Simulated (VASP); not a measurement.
Input:

```
CELL_PARAMETERS angstrom
     -2.78262     2.78262     2.78262
      2.78262    -2.78262     2.78262
      2.78262     2.78262    -2.78262
ATOMIC_POSITIONS crystal
  Rb 0.00000 0.00000 0.00000
```

The numbers are results of PBE GGA, VASP's PBE PAW potentials (set 64) (plane waves; VASP), not measurements. Numerical set-up: 300 eV cut-off, 11×11×11 Γ-centred mesh, Gaussian smearing of 0.27 eV, potentials Rb_sv.

Give the energies of bands 5 to 7 at the high-symmetry points, in eV from the Fermi level.

| band | Γ | H | N | P |
|---|---|---|---|---|
| 5 | -2.04 | 1.22 | 0.23 | 1.31 |
| 6 | 3.73 | 1.22 | 0.82 | 1.31 |
| 7 | 3.73 | 3.40 | 2.59 | 1.31 |

It has no gap at this level: it comes out as a metal or semimetal.

The structure is a typed Rb crystal. The cell was not relaxed at this level.
